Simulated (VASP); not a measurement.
Energy against volume of YN (rock salt). Method: PW91 GGA, VASP's PBE PAW potentials (set 64) (plane waves; VASP). Numerical set-up: 520 eV cut-off, 9×9×9 Γ-centred mesh, Gaussian smearing of 0.050 eV, potentials Y_sv N.

| V (Å³/atom) | E (eV/atom) |
|---|---|
| 14.298 | -9.15601 |
| 14.740 | -9.16312 |
| 15.182 | -9.15688 |
| 15.624 | -9.13924 |

Fit these four points and predict the energy of the run at 13.856 Å³/atom.

A cubic in V^(−2/3), the third-order Birch-Murnaghan form, passes through the four points with V0 = 14.74 Å³/atom and B0 = 161 GPa, and gives -9.1332 eV/atom there. The run gave -9.1333 eV/atom, -0.1 meV/atom from the fit; all five points give B0 = 161 GPa.

The compound is YN in the rock salt structure. It was relaxed first.
